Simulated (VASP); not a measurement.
# CuNi (space group R-3m): computed properties

Computed with PBEsol GGA, VASP's PBE PAW potentials (set 64) (plane waves; VASP 6.6.1).

```
Property                                                                                                     Value
----------------------------------  ------------------------------------------------------------------------------
space group                                                                                             R-3m (166)
cell                                a = 2.4694 Å, b = 2.4694 Å, c = 12.1972 Å, α = 90.00°, β = 90.00°, γ = 120.00°
volume per atom                                                                                     10.74 Å^3/atom
band gap (over mesh and band path)                                        none (metal, semimetal or under 0.01 eV)
band gap with spin-orbit coupling                                                                  none (metallic)
density                                                                                                 9.45 g/cm³
```

```cif
data_CuNi
_chemical_formula_sum 'Cu1 Ni1'
_space_group_name_H-M_alt 'P 1'
_space_group_IT_number 1
_cell_length_a 4.30846
_cell_length_b 4.30846
_cell_length_c 4.30846
_cell_angle_alpha 33.306
_cell_angle_beta 33.306
_cell_angle_gamma 33.306
loop_
_space_group_symop_operation_xyz
  'x, y, z'
loop_
_atom_site_label
_atom_site_type_symbol
_atom_site_fract_x
_atom_site_fract_y
_atom_site_fract_z
_atom_site_occupancy
Cu1 Cu 0.00000 0.00000 0.00000 1
Ni1 Ni 0.50000 0.50000 0.50000 1
```

The structure comes from a computed database's CuNi entry (R-3m); how it stands against other phases isn't given here. It was relaxed first. Symmetry was kept, so distortions that lower it aren't found. The run is not spin-polarised, so no magnetic state was tried. The electron count is odd and the run is not spin-polarised, which forces a metal.
